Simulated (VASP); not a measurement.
Here is the system:

```yaml
crystal:
  lattice:
    - [0.00000, 3.42846, 3.42846]
    - [3.42846, 0.00000, 3.42846]
    - [3.42846, 3.42846, 0.00000]
  atoms:
    - { symbol: Rb, position: [0.00000, 0.00000, 0.00000] }
    - { symbol: Br, position: [0.50000, 0.50000, 0.50000] }
```

Computed with optB86b-vdW, VASP's PBE PAW potentials (set 64) (plane waves; VASP). Settings: 520 eV cut-off, Gaussian smearing of 0.050 eV, potentials Rb_sv Br.

### Question
Predict the band gap (along the path) with the smallest direct gap where there is one.

### Answer

| Quantity | Value |
|---|---|
| band gap (along the path) | 4.26 eV |
| smallest direct gap (along the path) | 4.26 eV |

Only differences to runs with the same potentials and settings are physical.

The compound is RbBr in the rock salt structure. It was relaxed first.
